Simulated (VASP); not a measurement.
Write the native input for VASP 6.6.1 that does the following.

| Quantity | Value |
| --- | --- |
| Task | relaxation of cell and atoms |
| Functional | PBE |
| Potentials or basis | VASP PAW PBE potentials, release 64 (Si, Bi_d, Te, Se) |
| Cutoff | 520 eV |
| k mesh | 3 × 3 × 3 |
| Occupations | gaussian, width 0.15 eV |
| Spin | no spin polarisation |
| Further INCAR settings | PREC = Normal; ALGO = Fast; EDIFF = 0.0001; IBRION = 2; EDIFFG = -0.08; NSW = 24; ISIF = 3 |

The structure of Si3Bi2TeSe2 lies in POSCAR:

```
Si3Bi2TeSe2
1.0
   -3.3672428000      3.3672428000      4.5291928400
    3.3672428000     -3.3672428000      4.5291928400
    3.3672428000      3.3672428000     -4.5291928400
Si Bi Te Se
3 2 1 2
Direct
    0.3089576200      0.3089576200      0.0000000000
    0.6910423800      0.6910423800      0.0000000000
    0.0000000000      0.0000000000      0.0000000000
    0.2500000000      0.7500000000      0.5000000000
    0.7500000000      0.2500000000      0.5000000000
    0.5000000000      0.5000000000      0.0000000000
    0.9937169300      0.4937169300      0.5000000000
    0.5062830700      0.0062830700      0.5000000000
```

The cell was built by a generator and needn't be a form met in nature.

One way to write it, as run:

INCAR

```
SYSTEM = Si3Bi2TeSe2
PREC = Normal
ENCUT = 520
EDIFF = 1E-4
ISMEAR = 0
SIGMA = 0.15
LREAL = .False.
LASPH = .True.
NELM = 60
ALGO = Fast
ISIF = 3
LWAVE = .False.
LCHARG = .False.
GGA = PE
IBRION = 2
NSW = 24
EDIFFG = -0.08
```

KPOINTS

```
Automatic mesh
0
Gamma
  3 3 3
  0 0 0
```

Potentials or basis: VASP PAW PBE potentials, release 64 (Si, Bi_d, Te, Se).

Command:

```bash
$ cat potpaw_PBE.64/Si/POTCAR potpaw_PBE.64/Bi_d/POTCAR potpaw_PBE.64/Te/POTCAR potpaw_PBE.64/Se/POTCAR > POTCAR
$ mpirun -np 1 vasp_std > vasp.out
```

It gave:

| Item | Value |
| --- | --- |
| Relaxed volume | 24.76 Å³/atom |
| Relaxed cell | a = 7.216 Å, b = 7.216 Å, c = 7.216 Å, α = 132.88°, β = 132.88°, γ = 68.84° |
| Space group after relaxing (to 0.05 Å) | I4/mmm (No. 139) |
| Energy gained by relaxing | 3223.1 meV/atom |
| Ionic steps | 18 |
| Pressure after relaxing | 0.0 GPa |
| Largest force after relaxing | 0.063 eV/Å |
| Band gap on the k mesh | none (metal or under the smearing width) |

Caveat: the k mesh is coarse (spacing up to 0.44 Å⁻¹), so the values aren't converged; spin-orbit coupling is left out, which moves the levels of the heavy elements; the relaxation stopped at a loose force limit of 0.08 eV/Å, so its end isn't a converged minimum.

Run time: 16 min on 1 thread of Intel(R) Xeon(R) Platinum 8259CL CPU @ 2.50GHz (Skylake/Cascade Lake), with other jobs on the host, peak memory 0.29 GiB.
